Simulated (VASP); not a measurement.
# Re3P (Pm-3m) in VASP: reference runs

Aim: a first look at Re3P with PBE, on the cell as given and on a disturbed one.

Program: VASP 6.6.1. These are calculated values, not measurements. Logs are shortened: lines on timing, memory, paths and dates and some standing lists are left out, and cuts for length are marked.

### Step 1. The structure

The structure is cubic, space group Pm-3m (No. 221). Conventional cell: a = 3.853 Å, b = 3.853 Å, c = 3.853 Å, α = 90.00°, β = 90.00°, γ = 90.00°. Around Re (site symmetry 4/mmm) lie 8 Re at 2.72 Å and 4 P at 2.72 Å. P (site symmetry m-3m) has 12 Re at 2.72 Å as nearest neighbours.

The cell was built by a generator and needn't be a form met in nature.

### Step 2. Single point, PBE

Contents of INCAR:

```
PREC = Accurate
ENCUT = 520
EDIFF = 1E-7
ISMEAR = -1
SIGMA = 0.05
LREAL = False
LASPH = True
NELM = 60
ALGO = Normal
ISIF = 2
LWAVE = False
LCHARG = True
GGA = PE
LELF = True
LVHAR = True
NBANDS = 21
```

Contents of KPOINTS:

```
Automatic mesh
0
Gamma
  7 7 7
```

Contents of POSCAR:

```
Re3P
1.0
    3.8528300000      0.0000000000      0.0000000000
    0.0000000000      3.8528300000      0.0000000000
    0.0000000000      0.0000000000      3.8528300000
Re P
3 1
Direct
    0.5000000000      0.5000000000      0.0000000000
    0.5000000000      0.0000000000      0.5000000000
    0.0000000000      0.5000000000      0.5000000000
    0.0000000000      0.0000000000      0.0000000000
```

Potentials or basis: VASP PAW PBE potentials, release 64 (Re, P).

The run is started by

```bash
> cat potpaw_PBE.64/Re/POTCAR potpaw_PBE.64/P/POTCAR > POTCAR
> mpirun -np 1 vasp_std > vasp.out
```

OUTCAR:

```text
PREC = Accurate
   ENCUT = 520
   EDIFF = 1E-7
   ISMEAR = -1
   LREAL = False
   LASPH = True
   NELM = 60
   ISIF = 2
   GGA = PE

 ion  position               nearest neighbor table
   1  0.500  0.500  0.000-   2 2.72   3 2.72   4 2.72   2 2.72   3 2.72   2 2.72   4 2.72   2 2.72
                             3 2.72   4 2.72   3 2.72   4 2.72
   2  0.500  0.000  0.500-   1 2.72   3 2.72   4 2.72   1 2.72   4 2.72   1 2.72   3 2.72   1 2.72
                             3 2.72   4 2.72   4 2.72   3 2.72
   3  0.000  0.500  0.500-   1 2.72   2 2.72   4 2.72   1 2.72   4 2.72   2 2.72   4 2.72   4 2.72
                             1 2.72   2 2.72   1 2.72   2 2.72
   4  0.000  0.000  0.000-   1 2.72   2 2.72   3 2.72   2 2.72   3 2.72   1 2.72   3 2.72   3 2.72
                             1 2.72   2 2.72   2 2.72   1 2.72

  LATTYP: Found a simple cubic cell.
 ALAT       =     3.8528300000

  Lattice vectors:

 A1 = (   3.8528300000,   0.0000000000,   0.0000000000)
 A2 = (   0.0000000000,   3.8528300000,   0.0000000000)
 A3 = (   0.0000000000,   0.0000000000,   3.8528300000)

Analysis of symmetry for initial positions (statically):
=====================================================================
 Subroutine PRICEL returns:
 Original cell was already a primitive cell.

 Routine SETGRP: Setting up the symmetry group for a
 simple cubic supercell.

 Subroutine GETGRP returns: Found 48 space group operations
 (whereof 48 operations were pure point group operations)
 out of a pool of 48 trial point group operations.

The static configuration has the point symmetry O_h .

Analysis of symmetry for dynamics (positions and initial velocities):
=====================================================================
 Subroutine PRICEL returns:
 Original cell was already a primitive cell.

 Routine SETGRP: Setting up the symmetry group for a
 simple cubic supercell.

 Subroutine GETGRP returns: Found 48 space group operations
 (whereof 48 operations were pure point group operations)
 out of a pool of 48 trial point group operations.

The dynamic configuration has the point symmetry O_h .

 Subroutine INISYM returns: Found 48 space group operations
 (whereof 48 operations are pure point group operations),
 and found     1 'primitive' translations

----------------------------------------------------------------------------------------

                                     Primitive cell

  volume of cell :      57.1926

  direct lattice vectors                    reciprocal lattice vectors
     3.852830000  0.000000000  0.000000000     0.259549474  0.000000000  0.000000000
     0.000000000  3.852830000  0.000000000     0.000000000  0.259549474  0.000000000
     0.000000000  0.000000000  3.852830000     0.000000000  0.000000000  0.259549474

  length of vectors
     3.852830000  3.852830000  3.852830000     0.259549474  0.259549474  0.259549474

  position of ions in fractional coordinates (direct lattice)
     0.500000000  0.500000000  0.000000000
     0.500000000  0.000000000  0.500000000
     0.000000000  0.500000000  0.500000000
     0.000000000  0.000000000  0.000000000

  ion indices of the primitive-cell ions
   primitive index   ion index
                 1           1
                 2           2
                 3           3
                 4           4

----------------------------------------------------------------------------------------

 KPOINTS: Automatic mesh

Automatic generation of k-mesh.
 Grid dimensions read from file:
 generate k-points for:    7    7    7

 Generating k-lattice:

  Cartesian coordinates                     Fractional coordinates (reciprocal lattice)
     0.037078496  0.000000000  0.000000000     0.142857143  0.000000000  0.000000000
     0.000000000  0.037078496  0.000000000     0.000000000  0.142857143  0.000000000
     0.000000000  0.000000000  0.037078496     0.000000000  0.000000000  0.142857143

  Length of vectors
     0.037078496  0.037078496  0.037078496

  Shift w.r.t. Gamma in fractional coordinates (k-lattice)
     0.000000000  0.000000000  0.000000000

 Subroutine IBZKPT returns following result:
 ===========================================

 Found     20 irreducible k-points:

 Following reciprocal coordinates:
            Coordinates               Weight
  0.000000  0.000000  0.000000      1.000000
  0.142857  0.000000  0.000000      6.000000
  0.285714  0.000000  0.000000      6.000000
  0.428571  0.000000  0.000000      6.000000
  0.142857  0.142857  0.000000     12.000000
  0.285714  0.142857  0.000000     24.000000
[... 12 lines left out ...]
  0.428571  0.428571  0.285714     24.000000
  0.428571  0.428571  0.428571      8.000000
   k-points           NKPTS =     20   k-points in BZ     NKDIM =     20   number of bands    NBANDS=     21
   number of dos      NEDOS =    301   number of ions     NIONS =      4
   total plane-waves  NPLWV =  27000
   dimension x,y,z NGX =    30 NGY =   30 NGZ =   30
   dimension x,y,z NGXF=    60 NGYF=   60 NGZF=   60
   ions per type =               3   1
   NGX,Y,Z   is equivalent  to a cutoff of  12.94, 12.94, 12.94 a.u.
   NGXF,Y,Z  is equivalent  to a cutoff of  25.89, 25.89, 25.89 a.u.
 SYSTEM =  unknown system
   PREC   = accura    normal or accurate (medium, high low for compatibility)
   ISTART =      0    job   : 0-new  1-cont  2-samecut
   ICHARG =      2    charge: 1-file 2-atom 10-const
   ISPIN  =      1    spin polarized calculation?
   LNONCOLLINEAR =      F non collinear calculations
   LSORBIT =      F    spin-orbit coupling
   LASPH  =      T    aspherical Exc in radial PAW
   ENCUT  =  520.0 eV  38.22 Ry    6.18 a.u.   7.16  7.16  7.16*2*pi/ulx,y,z
   NELM   =     60;   NELMIN=  2; NELMDL= -5     # of ELM steps
   EDIFF  = 0.1E-06   stopping-criterion for ELM
   LREAL  =      F    real-space projection
   EDIFFG = 0.1E-05   stopping-criterion for IOM
   NSW    =      0    number of steps for IOM
   IBRION =     -1    ionic relax: 0-MD 1-quasi-New 2-CG
   NFREE  =      0    steps in history (QN), initial steepest desc. (CG)
   ISIF   =      2    stress and relaxation
   ISYM   =      2    0-nonsym 1-usesym 2-fastsym
   POTIM  = 0.5000    time-step for ionic-motion
   TEBEG  =    0.0;   TEEND  =   0.0 temperature during run
   PSTRESS=    0.0 pullay stress
   NELECT =      26.0000    total number of electrons
   NUPDOWN=      -1.0000    fix difference up-down
   EMIN   =  10.00;   EMAX   =-10.00  energy-range for DOS
   EFERMI =   0.00;   METHOD = LEGACY
   ISMEAR =    -1;   SIGMA  =   0.05  broadening in eV -4-tet -1-fermi 0-gaus
   EFERMI_NEDOS =   21; number of points for ismear=-14 and -15
   IALGO  =     38    algorithm
   IMIX   =      4    mixing-type and parameters
     AMIX     =   0.40;   BMIX     =  1.00
     AMIX_MAG =   1.60;   BMIX_MAG =  1.00
  volume/ion in A,a.u.               =      14.30        96.49
  Fermi-wavevector in a.u.,A,eV,Ry     =   1.258789  2.378765 21.559091  1.584548
  Thomas-Fermi vector in A             =   2.392381
   LORBIT       =      0    0 simple, 1 ext, 2 COOP (PROOUT), +10 PAW based schemes
   GGA     = PE    functional components
   LHFCALC =     F    Hartree Fock is set to
   AEXX    =    0.0000 exact exchange contribution
   IVDW    =     0    specifies the selected vdW correction
   LEPSILON=     F    determine dielectric tensor
   LRPA    =     F    only Hartree local field effects (RPA)
 non-spin polarized calculation
  energy-cutoff  :      520.00
  volume of cell :       57.19
 maximum number of plane-waves:      1554
 NGX is ok and might be reduce to    30
   NGX = 15   NGY = 15   NGZ = 15

 number of electron      26.0000002 magnetization

 Free energy of the ion-electron system (eV)
  ---------------------------------------------------
  ext. energy  EPLUGINS =         0.00000000
  ---------------------------------------------------
  free energy    TOTEN  =       -40.15111699 eV

  energy without entropy =      -40.10847009  energy(sigma->0) =      -40.12979354

 E-fermi :   9.2991     XC(G=0): -13.3072

 val. band max:        9.2495463922   @ k =   0.4286   0.2857   0.2857
 cond. band min:       9.3221406147   @ k =   0.4286   0.1429   0.0000
 fundamental gap:      0.0725942225
 Fermi energy:         9.2990549592

 k-point     1 :       0.0000    0.0000    0.0000
  band No.  band energies     occupation
      1      -4.8039      2.00000
      2       1.3297      2.00000
      3       3.4528      2.00000
      4       3.4528      2.00000
      5       3.8635      2.00000
      6       3.8635      2.00000
[... 13 lines left out ...]
     20      13.8482      0.00000
     21      16.6800      0.00000

 k-point     2 :       0.1429    0.0000    0.0000
  band No.  band energies     occupation
      1      -4.5945      2.00000
      2       1.5246      2.00000
      3       3.0004      2.00000
      4       3.7473      2.00000
      5       3.8205      2.00000
      6       3.8205      2.00000
[... 13 lines left out ...]
     20      13.8498      0.00000
     21      15.2758      0.00000

 k-point     3 :       0.2857    0.0000    0.0000
  band No.  band energies     occupation
      1      -4.0304      2.00000
      2       1.3342      2.00000
      3       2.6359      2.00000
      4       3.6508      2.00000
      5       3.6508      2.00000
      6       4.2735      2.00000
[... 13 lines left out ...]
     20      13.8536      0.00000
     21      14.7451      0.00000
[... 361 lines left out ...]
 k-point    19 :       0.4286    0.4286    0.2857
  band No.  band energies     occupation
      1      -3.1172      2.00000
      2       1.9728      2.00000
      3       2.4796      2.00000
      4       3.5189      2.00000
      5       3.9693      2.00000
      6       4.6096      2.00000
[... 13 lines left out ...]
     20      12.8388      0.00000
     21      16.7138      0.00000

 k-point    20 :       0.4286    0.4286    0.4286
  band No.  band energies     occupation
      1      -3.2754      2.00000
      2       2.4546      2.00000
      3       2.9995      2.00000
      4       2.9995      2.00000
      5       4.3618      2.00000
      6       4.3618      2.00000
[... 13 lines left out ...]
     20      13.0553      0.00000
     21      17.0625      0.00000

------------------------ aborting loop because EDIFF is reached ----------------------------------------

  FORCE on cell =-STRESS in cart. coord.  units (eV):
  Direction    XX          YY          ZZ          XY          YZ          ZX
  --------------------------------------------------------------------------------------
  -------------------------------------------------------------------------------------
  Total        0.2148547      0.2148547      0.2148547      0.0000000      0.0000000     -0.0000000
  in kB        6.0188835      6.0188835      6.0188835      0.0000000      0.0000000     -0.0000000
  external PRESSURE =       6.0188835 kB  Pullay stress =       0.0000000 kB

 VOLUME and BASIS-vectors are now :
 -----------------------------------------------------------------------------
  energy-cutoff  :      520.00
  volume of cell :       57.19
      direct lattice vectors                 reciprocal lattice vectors
     3.852830000  0.000000000  0.000000000     0.259549474  0.000000000  0.000000000
     0.000000000  3.852830000  0.000000000     0.000000000  0.259549474  0.000000000
     0.000000000  0.000000000  3.852830000     0.000000000  0.000000000  0.259549474

 POSITION                                       TOTAL-FORCE (eV/Angst)
 -----------------------------------------------------------------------------------
      1.92641      1.92641      0.00000         0.000000      0.000000      0.000000
      1.92641      0.00000      1.92641         0.000000      0.000000      0.000000
      0.00000      1.92641      1.92641         0.000000      0.000000      0.000000
      0.00000      0.00000      0.00000         0.000000      0.000000      0.000000
 -----------------------------------------------------------------------------------
    total drift:                                0.000000      0.000000     -0.000000

  FREE ENERGIE OF THE ION-ELECTRON SYSTEM (eV)
  ---------------------------------------------------
  free  energy   TOTEN  =       -40.1511169923 eV

  energy  without entropy=      -40.1084700919  energy(sigma->0) =      -40.12979354
```

It took 14 s on 1 thread of AMD EPYC 9R45 (Zen 5), shared host; peak memory 0.15 GiB.

What came out:

```
Free energy            : -40.1511 eV
Pressure               : 0.6 GPa
Band gap on the k mesh : none (metal or under the smearing width)
```

Levels at points of the mesh, in eV from the Fermi level:
```tsv
k point	band 10	band 11	band 12	band 13	band 14	band 15	band 16	band 17
(0.00, 0.00, 0.00)	-3.28	-0.61	-0.61	-0.61	0.48	2.04	2.04	3.64
```

The run has no spin-orbit coupling, so splittings on Re are missing.

### Step 3. Single point, PBE (atoms moved at random, drawn with an rms of 0.05 Å)

Contents of INCAR:

```
ALGO = Normal ; EDIFF = 1E-7
ENCUT = 520 ; GGA = PE
ISIF = 2 ; ISMEAR = -1
LASPH = True ; LCHARG = False
LREAL = False ; LWAVE = False
NBANDS = 21 ; NELM = 80
PREC = Accurate ; SIGMA = 0.05
```

Contents of KPOINTS:

```
k-points
0
Gamma
  7 7 7
```

Contents of POSCAR:

```
Re3P
1.0
    3.8528300000      0.0000000000      0.0000000000
    0.0000000000      3.8528300000      0.0000000000
    0.0000000000      0.0000000000      3.8528300000
Re P
3 1
Direct
    0.4958160000      0.4921100000      0.0018720000
    0.5014290000     -0.0028640000      0.5038510000
   -0.0051190000      0.5023710000      0.4997470000
   -0.0138950000      0.0050460000     -0.0070200000
```

Potentials or basis: VASP PAW PBE potentials, release 64 (Re, P).

The run is started by

```bash
> cat potpaw_PBE.64/Re/POTCAR potpaw_PBE.64/P/POTCAR > POTCAR
> mpirun -np 1 vasp_std > vasp.out
```

Run time: 1.8 min. Hardware: 1 thread of AMD EPYC 9R45 (Zen 5), shared host; peak memory 0.28 GiB.

Results (log left out):

- Free energy: -40.1539 eV
- Pressure: 0.9 GPa
- Largest force: 0.457 eV/Å
- Band gap on the k mesh: none (metal or under the smearing width)

Forces on the atoms (eV/Å):
```
Re  -0.309 -0.204  0.139
Re  -0.005 -0.123  0.019
Re   0.193  0.362 -0.201
P    0.120 -0.035  0.042
```

Stress tensor (GPa, compression positive):
```
 0.87 -0.10  0.00
-0.10  0.86  0.07
 0.00  0.07  0.91
```

Levels at points of the mesh, in eV from the Fermi level:
| k point | band 10 | band 11 | band 12 | band 13 | band 14 | band 15 | band 16 | band 17 |
| --- | --- | --- | --- | --- | --- | --- | --- | --- |
| (0.00, 0.00, 0.00) | -3.25 | -0.62 | -0.61 | -0.59 | 0.47 | 2.03 | 2.03 | 3.64 |

Spin-orbit coupling is left out, which matters for the levels of Re.
